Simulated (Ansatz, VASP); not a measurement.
# Al22Ga16O57 (partly crystallised 42Ga2O3-58Al2O3 (mol %)): VASP beside Ansatz

One calculation is typed for both programs; each brings its own data sets. How far apart do they land? The cell is taken from a series of runs on this material, whose earlier steps may have relaxed, scaled, displaced or heated it; both programs get it as it stands.

Main program and level: Ansatz 0.2.0; plane waves, with VASP 6.6.1 beside it; single point at RPBE.

## (1) Set-up

The cell holds 95 atoms: 16 Ga, 22 Al and 57 O. Its edges and angles: a = 9.820 Å, b = 9.820 Å, c = 9.820 Å, α = 90.0°, β = 90.0°, γ = 90.0°. As first built, before any earlier steps moved the atoms (in the runner's words): 95 atoms (16 Fe, 22 Al, 57 O) placed at random at 3.62 g/cm^3, melted at 5000 K for 10 ps at fixed volume with the Morse and Coulomb pair potential with partial charges (Pedone, Malavasi, Menziani, Cormack and Segre, J. Phys. Chem. B 110, 11780 (2006)). Quenched from 5000 K to 300 K at 100 K/ps and fixed volume, held 10 ps at zero pressure, then minimised at fixed cell. Then Fe was replaced by Ga and the cell scaled by 1.006 (the potential has no terms for the new elements, so the cell is a start for a DFT relaxation).

## (2) VASP: single point, RPBE, pair 1

A single point gives forces, pressure and levels at one fixed geometry, so differences don't come from the geometry; what else differs is listed under the comparison.

Lines of VASP's logs that name or quote its potential files are left out, and so is its time.

Contents of INCAR:

```
SYSTEM = Al22Ga16O57
PREC = Accurate
ENCUT = 520
EDIFF = 1E-06
NELM = 120
ISMEAR = 0
SIGMA = 0.025
LREAL = Auto
ALGO = Normal
GGA = RP
NBANDS = 376
LORBIT = 11
LWAVE = .FALSE.
LCHARG = .FALSE.
ISIF = 2
LASPH = .TRUE.
GGA_COMPAT = .FALSE.
EFERMI = MIDGAP
NCORE = 2
```

Contents of POSCAR:

```
Al22Ga16O57
1.0
    9.8198500000      0.0000000000      0.0000000000
    0.0000000000      9.8198500000      0.0000000000
    0.0000000000      0.0000000000      9.8198500000
Ga Al O
16 22 57
Direct
    0.4423000000      0.9122200000      0.7024900000
    0.2205300000      0.6940500000      0.7420800000
    0.7179700000      0.0462500000      0.8862500000
    0.2070600000      0.8049700000      0.0287000000
    0.0293500000      0.4620600000      0.3049500000
    0.5834900000      0.0184400000      0.4302200000
    0.9807700000      0.0564900000      0.1115600000
    0.2915000000      0.0367500000      0.2305000000
    0.5612300000      0.4926100000      0.3702900000
    0.7214400000      0.5904900000      0.8363600000
    0.7622000000      0.4950500000      0.1009700000
    0.7802000000      0.7073800000      0.3804000000
    0.0143900000      0.5176300000      0.9598300000
    0.0317500000      0.2289300000      0.5426000000
    0.9232300000      0.2775300000      0.8038200000
    0.9438600000      0.8066400000      0.8485100000
    0.1323000000      0.0225100000      0.8056000000
    0.7348800000      0.8139000000      0.6318400000
    0.6315700000      0.3321900000      0.8640400000
    0.6744300000      0.2607300000      0.5916400000
    0.1536800000      0.2608400000      0.9836000000
    0.4006000000      0.4699400000      0.9332200000
    0.0693100000      0.7799400000      0.2811400000
    0.8853100000      0.0072800000      0.4220100000
    0.3437200000      0.7576100000      0.4306100000
    0.9557100000      0.5473800000      0.5958600000
    0.1408300000      0.9237100000      0.5477100000
    0.5762300000      0.2460600000      0.1602200000
    0.4240100000      0.1375100000      0.9366900000
    0.2740500000      0.4506000000      0.6226400000
[... 59 atom lines left out ...]
    0.8174500000      0.9565600000      0.0281000000
    0.8330000000      0.6814400000      0.9817500000
    0.7943200000      0.9028700000      0.7724200000
    0.9617700000      0.3032400000      0.3771300000
    0.0214000000      0.1229700000      0.7152800000
    0.6535200000      0.8624900000      0.3062600000
```

Contents of KPOINTS:

```
Automatic mesh
0
Gamma
1 1 1
0 0 0
```

The projector-augmented-wave data sets are Ga_d, Al and O (PBE family, release 64).

Command:

```console
$ mpirun -np 8 vasp_gam
```

Numbers of over 12 decimals in the logs are rounded to 6 here.

The log of the run:

```text
[banner, memory and clock lines left out]
running    8 mpi-ranks, on    1 nodes
[...]
|                                                                             |
|               ----> ADVICE to this user running VASP <----                  |
|                                                                             |
|     You enforced a specific xc type in the INCAR file but a different       |
|     [... a line on the potential file left out ...]
|     I HOPE YOU KNOW WHAT YOU ARE DOING!                                     |
|                                                                             |

 LDA part: xc-table for (Slater+PW92), standard interpolation
 POSCAR, INCAR and KPOINTS ok, starting setup
[...]
entering main loop
       N       E                     dE             d eps       ncg     rms          rms(c)
DAV:   1     0.162064497023E+05    0.16206E+05   -0.23040E+05   784   0.275E+03
DAV:   2     0.370471133877E+04   -0.12502E+05   -0.11686E+05   752   0.857E+02
DAV:   3    -0.202477480845E+03   -0.39072E+04   -0.36550E+04  1032   0.351E+02
DAV:   4    -0.666094824254E+03   -0.46362E+03   -0.45675E+03  1040   0.132E+02
[...]
DAV:  17    -0.595302377797E+03   -0.11615E-04   -0.12694E-04  1128   0.379E-02    0.852E-03
DAV:  18    -0.595302379171E+03   -0.13740E-05   -0.18186E-05  1192   0.343E-02    0.733E-03
DAV:  19    -0.595302379572E+03   -0.40120E-06   -0.80207E-06   904   0.107E-02
   1 F= -.59530238E+03 E0= -.59530238E+03  d E =0.000000E+00
```

From OUTCAR (step 2):

```text
  Total       53.5566341     69.7304330     91.9091817     -0.1519426     -7.8460701      6.1302896
  in kB       90.6169197    117.9827142    155.5087821     -0.2570843    -13.2754180     10.3723463
  external PRESSURE =     121.3694720 kB  Pullay stress =       0.0000000 kB

 POSITION                                       TOTAL-FORCE (eV/Angst)
 -----------------------------------------------------------------------------------
      4.34332      8.95786      6.89835        -0.254328      0.300394     -0.776886
      2.16557      6.81547      7.28711        -0.052120     -0.144420     -0.147958
      7.05036      0.45417      8.70284        -0.265250     -0.289240      0.453323
      2.03330      7.90468      0.28183        -0.045432     -0.159057      0.892873
      0.28821      4.53736      2.99456         0.275371     -0.347677      0.036344
      5.72978      0.18108      4.22470        -0.504632     -0.099275     -0.573265
      9.63101      0.55472      1.09550        -0.191451      0.415412      0.028146
      2.86249      0.36088      2.26348         0.091777     -0.250675     -0.052593
      5.51119      4.83736      3.63619         0.334110     -0.814207      0.168916
      7.08443      5.79852      8.21293         0.191277     -0.397932      0.035552
      7.48469      4.86132      0.99151         0.049443     -0.730356      0.405847
      7.66145      6.94637      3.73547        -0.348577      0.138707     -0.207732
[...]
3.05712      5.47270      1.79919        -0.230163      0.190708     -0.501881
[...]
-----------------------------------------------------------------------------------
    total drift:                               -0.013744      0.018696     -0.026531

  FREE ENERGIE OF THE ION-ELECTRON SYSTEM (eV)
  ---------------------------------------------------
  free  energy   TOTEN  =      -595.3023795717 eV

  energy  without entropy=     -595.3023795717  energy(sigma->0) =     -595.30237957

[... 3 further parts left out ...]
[key lines of the parts left out:]
E-fermi :   6.5244
```

The run ends at a pressure of 12.14 GPa, with forces up to 2.1 eV/Å.

## (3) Ansatz: single point, RPBE, pair 1

Ansatz runs on its default PAW (the set named soft_2) files.

The same cell, functional, mesh and smearing now go to Ansatz, which takes its cutoff from its data sets.

Contents of input.yaml:

```yaml
crystal:
  lattice:
    - [9.81985, 0.0, 0.0]
    - [0.0, 9.81985, 0.0]
    - [0.0, 0.0, 9.81985]
  atoms:
    - { symbol: Ga, position: [0.4423, 0.91222, 0.70249] }
    - { symbol: Ga, position: [0.22053, 0.69405, 0.74208] }
    - { symbol: Ga, position: [0.71797, 0.04625, 0.88625] }
    - { symbol: Ga, position: [0.20706, 0.80497, 0.0287] }
    - { symbol: Ga, position: [0.02935, 0.46206, 0.30495] }
    - { symbol: Ga, position: [0.58349, 0.01844, 0.43022] }
    - { symbol: Ga, position: [0.98077, 0.05649, 0.11156] }
    - { symbol: Ga, position: [0.2915, 0.03675, 0.2305] }
    - { symbol: Ga, position: [0.56123, 0.49261, 0.37029] }
    - { symbol: Ga, position: [0.72144, 0.59049, 0.83636] }
    - { symbol: Ga, position: [0.7622, 0.49505, 0.10097] }
    - { symbol: Ga, position: [0.7802, 0.70738, 0.3804] }
    - { symbol: Ga, position: [0.01439, 0.51763, 0.95983] }
    - { symbol: Ga, position: [0.03175, 0.22893, 0.5426] }
    - { symbol: Ga, position: [0.92323, 0.27753, 0.80382] }
    - { symbol: Ga, position: [0.94386, 0.80664, 0.84851] }
    - { symbol: Al, position: [0.1323, 0.02251, 0.8056] }
    - { symbol: Al, position: [0.73488, 0.8139, 0.63184] }
    - { symbol: Al, position: [0.63157, 0.33219, 0.86404] }
    - { symbol: Al, position: [0.67443, 0.26073, 0.59164] }
    - { symbol: Al, position: [0.15368, 0.26084, 0.9836] }
    - { symbol: Al, position: [0.4006, 0.46994, 0.93322] }
    - { symbol: Al, position: [0.06931, 0.77994, 0.28114] }
    - { symbol: Al, position: [0.88531, 0.00728, 0.42201] }
    - { symbol: Al, position: [0.34372, 0.75761, 0.43061] }
    - { symbol: Al, position: [0.95571, 0.54738, 0.59586] }
    - { symbol: Al, position: [0.14083, 0.92371, 0.54771] }
    - { symbol: Al, position: [0.57623, 0.24606, 0.16022] }
    - { symbol: Al, position: [0.42401, 0.13751, 0.93669] }
    - { symbol: Al, position: [0.27405, 0.4506, 0.62264] }
[... 59 atom lines left out ...]
    - { symbol: O, position: [0.81745, 0.95656, 0.0281] }
    - { symbol: O, position: [0.833, 0.68144, 0.98175] }
    - { symbol: O, position: [0.79432, 0.90287, 0.77242] }
    - { symbol: O, position: [0.96177, 0.30324, 0.37713] }
    - { symbol: O, position: [0.0214, 0.12297, 0.71528] }
    - { symbol: O, position: [0.65352, 0.86249, 0.30626] }
kpoints:
  mp_grid: { grid: [1, 1, 1] }
hamiltonian:
  xc: rpbe
scf:
  occupations: { method: gaussian, width: 0.025 }
output:
  forces: true
```

Command:

```console
$ ansatz run input.yaml --threads 4 --pin off --max-ram 8192MiB --backend cpu --events-out ev --progress --plain --runs-dir out
```

The log of the run:

```text
Engine: ansatz 0.2.0, aarch64-unknown-linux-gnu
Pseudopotentials: kind: paw
Pseudopotential: Ga, paw, valence charge 13, recommended cutoff 420 eV (normal), Ga.paw.azcp
Pseudopotential: Al, paw, valence charge 3, recommended cutoff 420 eV (normal), Al.paw.azcp
Pseudopotential: O, paw, valence charge 6, recommended cutoff 420 eV (normal), O.paw.azcp
Functional definition: RPBE
  parameter kappa = 0.804
  parameter beta = 0.066725
  exchange = rpbe_x(kappa = kappa, mu = beta*pi^2/3)
  correlation = pbe_c(beta = beta)
Crystal: 95 atoms, lattice volume = 946.923 Å³
Basis set: ecut = 420 eV, 18613 PW (Γ), exchange–correlation on 144×144×144 points (8 copies of the dense FFT grid, shifted against one another)
Bands: 403, of which v1, the nominal top of the filled ones, is band 308 counted from 1 (307 counted from 0)
Symmetry: 1 space group operations
Space group: P1 (ITA 1), of the structure as read, at distance tolerance 9.8e-5 Å
k-points: 1
Non-local potential: Ga, projectors of the file, l = 0: 2, l = 1: 2, l = 2: 3, l = 3: 1
Non-local potential: Al, projectors of the file, l = 0: 2, l = 1: 2, l = 2: 1
Non-local potential: O, projectors of the file, l = 0: 2, l = 1: 2, l = 2: 1
PAW form: soft (Blöchl's): semilocal exchange-correlation on the pseudo side does not see the compensation charge
PAW frozen core: Ga, regenerated for the run's functional, and the local potential with it (the file was generated under x = pbe(κ = 0.804, μ = 0.219515), c = pbe(β = 0.066725))
PAW frozen core: Al, regenerated for the run's functional, and the local potential with it (the file was generated under x = pbe(κ = 0.804, μ = 0.219515), c = pbe(β = 0.066725))
PAW frozen core: O, regenerated for the run's functional, and the local potential with it (the file was generated under x = pbe(κ = 0.804, μ = 0.219515), c = pbe(β = 0.066725))
PAW one-centre angular grid: Ga, 590 points (default); XC on 64 Gauss nodes
PAW one-centre angular grid: Al, 110 points (default); XC on 64 Gauss nodes
PAW one-centre angular grid: O, 110 points (default); XC on 64 Gauss nodes
Initial density: superposition of atomic densities (neutral atoms: chi_scale 0, normalization atom), corrected by the library's trained network
Initial wavefunctions: pseudopotential atomic-orbital guess
Functional: x = rpbe, c = pbe(β = 0.066725)
SCF iter   1: F=—  HF=-105024.198269 eV  |F-HF|=—  |Δ(HF+E_count)|=         —  Δρ=5.44e-3  dr2=2.61e-1  ethr=1.77e-3  ⟨swp⟩=6.0  Hψ=1750  notcnv=0  defer=28
preconditioner: auto → Resta (q_TF=auto, 2.540 Å⁻¹)  ε∞=4.0  [insulator: Δε(μ)=2.711 eV  Ē_g=17.377 eV  σ=0.025 eV  W_gap=1.00  n_scr=250 (ndim 8)  ℏωp=29.9 eV  f_vac=0.016  D(μ)=0.00/eV (n_scr^D=0)  ε∞_Penn≈4.0]
SCF iter   2: F=—  HF=-105024.145985 eV  |F-HF|=—  |Δ(HF+E_count)|=   5.23e-2  Δρ=2.48e-3  dr2=3.52e-2  ethr=4.24e-5  ⟨swp⟩=2.0  Hψ=720  notcnv=0  defer=90
SCF iter   3: F=—  HF=-105024.148112 eV  |F-HF|=—  |Δ(HF+E_count)|=   2.13e-3  Δρ=1.06e-3  dr2=9.02e-3  ethr=5.71e-6  ⟨swp⟩=2.0  Hψ=620  notcnv=0  defer=44
automatic band count: iteration 3 solves 357 bands in place of 403: the levels show a gap, and the empty bands left out lie too high to hold charge; the band table lists the bands solved (type scf.n_extra_bands for more)
SCF iter   4: F=—  HF=-105024.149356 eV  |F-HF|=—  |Δ(HF+E_count)|=   1.24e-3  Δρ=2.88e-4  dr2=7.06e-4  ethr=1.46e-6  ⟨swp⟩=2.0  Hψ=481  notcnv=0  defer=44
SCF iter   5: F=—  HF=-105024.149529 eV  |F-HF|=—  |Δ(HF+E_count)|=   1.73e-4  Δρ=1.26e-4  dr2=1.44e-4  ethr=1.15e-7  ⟨swp⟩=2.0  Hψ=618  notcnv=0  defer=44
SCF iter   6: F=—  HF=-105024.149657 eV  |F-HF|=—  |Δ(HF+E_count)|=   1.28e-4  Δρ=4.54e-5  dr2=2.06e-5  ethr=2.33e-8  ⟨swp⟩=2.0  Hψ=620  notcnv=0  defer=44
SCF iter   7: F=—  HF=-105024.150969 eV  |F-HF|=—  |Δ(HF+E_count)|=   1.31e-3  Δρ=2.14e-5  dr2=4.33e-6  ethr=3.35e-9  ⟨swp⟩=2.0  Hψ=621  notcnv=0  defer=44
SCF iter   8: F=—  HF=-105024.150973 eV  |F-HF|=—  |Δ(HF+E_count)|=   3.76e-6  Δρ=5.65e-6  dr2=3.71e-7  ethr=7.03e-10  ⟨swp⟩=2.0  Hψ=619  notcnv=0  defer=44
SCF iter   9: F=—  HF=-105024.150973 eV  |F-HF|=—  |Δ(HF+E_count)|=   5.80e-7  Δρ=4.80e-6  dr2=1.74e-7  ethr=1.62e-11  ⟨swp⟩=4.0  Hψ=1280  notcnv=0
SCF iter  10: F=-105024.150973 eV  HF=-105024.150973 eV  |F-HF|=1.35e-8  |Δ(HF+E_count)|=   1.06e-8  Δρ=9.98e-7  dr2=9.28e-9  ethr=1.62e-11  ⟨swp⟩=4.0  Hψ=1138  notcnv=0
SCF 1 converged in 10 iterations: F = -105024.150973 eV  dr2 = 9.28e-9
  greatest PAW one-centre occupation: 0.998 electrons in one spin orbital (limit 2), on the Ga atom at site 1 (counted from 0), in its partial waves of l = 2
SCF converged after 10 iterations
Free energy (F): -105024.150973 eV
Harris-Foulkes:  -105024.150973 eV  (|F-HF|=1.35e-8)
Internal energy: -105024.150973 eV  (E = F + TS)
E sigma→0 (E₀):  -105024.150973 eV
Fermi energy:    9.229353 eV
--- Per-component energies (eV) ---
  E_band       = -480.625824
  E_kinetic    = 12597.906913
  E_local      = -55338.944947  (includes V_loc(G=0)·N_el)
  E_nonlocal   = 9835.848500
  E_hartree    = 24183.245328
  E_xc         = -6236.878934
  E_vxc        = -6983.292725  (∫ρ·V_xc dr)
  E_paw        = -51539.559690  (= ΣΔE_a)
  E_vpaw       = -8958.771517  (= ΣTr[D̂ρ^β])
  E_aug_tail   = 0.139367  (compensation charges beyond the density's cutoff)
  E_ewald      = -38522.351272
  E_core_change = -3.556239  (= ΣΔE_core)
  E_smearing   = -0.000000  (= −TS)
  E_closure    = 0.000000  (closes the sum)
  Σ components = -105024.150973   (vs F -105024.150973, Δ=0.00e0)
--- Forces (eV/Å), atoms counted from 1 ---
  atom   1  Ga    -0.29886417     0.27346453    -0.76103231
  atom   2  Ga    -0.03795342    -0.12900311    -0.14086643
  atom   3  Ga    -0.29802336    -0.26837717     0.44407576
  atom   4  Ga    -0.03797765    -0.15826661     0.88247181
  atom   5  Ga     0.28452142    -0.32316598     0.07618867
  atom   6  Ga    -0.52014927    -0.14897645    -0.55636307
  atom   7  Ga    -0.17209773     0.39226712     0.01025956
  atom   8  Ga     0.11043815    -0.25741428    -0.06785900
  atom   9  Ga     0.32955289    -0.81004058     0.16549086
  atom  10  Ga     0.18888375    -0.42865365     0.05285811
  atom  11  Ga     0.06793127    -0.70138815     0.35376421
  atom  12  Ga    -0.34646332     0.16269275    -0.19975902
  atom  13  Ga    -0.13796928    -0.81556724    -0.22804669
  atom  14  Ga     0.14225573     0.32380692     0.40818428
  atom  15  Ga     0.95174327     0.23514774     0.35280289
  atom  16  Ga    -0.24023966    -0.40657488     0.15724061
  atom  17  Al     0.70080545    -0.29647817    -0.44048740
  atom  18  Al    -0.25480957    -1.66070062    -0.46316580
  atom  19  Al    -0.48729585     0.82292468     0.58135872
  atom  20  Al    -0.66922109    -0.00240445    -0.40581673
  atom  21  Al    -0.37064829     0.01816210     0.46360765
  atom  22  Al     0.25143354    -0.33783040     0.64180041
  atom  23  Al     0.69059982    -0.12932232    -0.19401325
  atom  24  Al    -0.16853838    -0.08131356     0.30142646
[...]
atom  88  O      0.65781381     0.33234517     0.00601746
  atom  89  O     -0.40098046    -0.62521890     0.41836283
  atom  90  O      0.53722772     1.78716234    -0.58714326
  atom  91  O     -0.13408425     0.10381148    -0.12812711
  atom  92  O      0.60701115     0.89721622     0.99643996
  atom  93  O      0.59306550    -0.11443443     0.27590498
  atom  94  O     -1.06683525     1.43166948    -1.09254278
  atom  95  O      1.15648442     0.15218154     0.26757296
  max |Σ_I F_I| component: 4.58e-5 eV/Å
```

The column dr2 measures how far the density is from self-consistency, as an energy; F and HF (Harris–Foulkes) agree once it is small.

## (4) Side by side

Known differences besides the potentials themselves: the cutoff is 420 eV in Ansatz and 520 eV in VASP (PREC = Accurate, projectors in real space); Ansatz makes its cores anew for this functional, VASP keeps those of its PBE data sets. Total energies have different zeros and are not compared.

The two programs side by side:

| quantity | Ansatz | VASP | difference |
| --- | --- | --- | --- |
| gap on the k mesh (eV) | 2.581 | 2.560 | +0.021 |

Forces on 9 of the 95 atoms, those with the largest forces and the largest differences (eV/Å; atoms numbered as in POSCAR):

```csv
atom,"Ansatz x, y, z","VASP x, y, z"
Al18,"-0.255, -1.661, -0.463","-0.244, -1.628, -0.472"
O41,"-0.177, -1.900, 0.160","-0.197, -1.829, 0.153"
O53,"-0.435, 1.094, 0.165","-0.410, 1.075, 0.098"
O71,"0.177, 0.621, -1.627","0.169, 0.631, -1.600"
O79,"-0.233, 1.701, -0.546","-0.244, 1.653, -0.549"
O80,"0.459, -0.135, 2.131","0.476, -0.168, 2.082"
O83,"0.498, -0.789, 0.391","0.446, -0.741, 0.346"
O90,"0.537, 1.787, -0.587","0.520, 1.742, -0.574"
O94,"-1.067, 1.432, -1.093","-1.035, 1.370, -1.070"
```

The forces differ by 25 meV/Å r.m.s., which is 4.4 % of the r.m.s. force of 0.564 eV/Å (both taken over all components). A gap on the mesh is an upper bound, since the band edges may lie between its points.

(Part 1 of 3 ends here.)

[Lines on the potential files, build, host, timing and source positions are cut from VASP's logs without a mark.]

[Logs are printed without paths, hosts, clocks, repeated set-up lines and the standing remarks that a program may print on its own settings, such as how far it seeks lower states.]

[Hosts, paths, dates, database ids (printed as entryN), source tags and the programs' standing remarks are cut or masked in the printed files.]
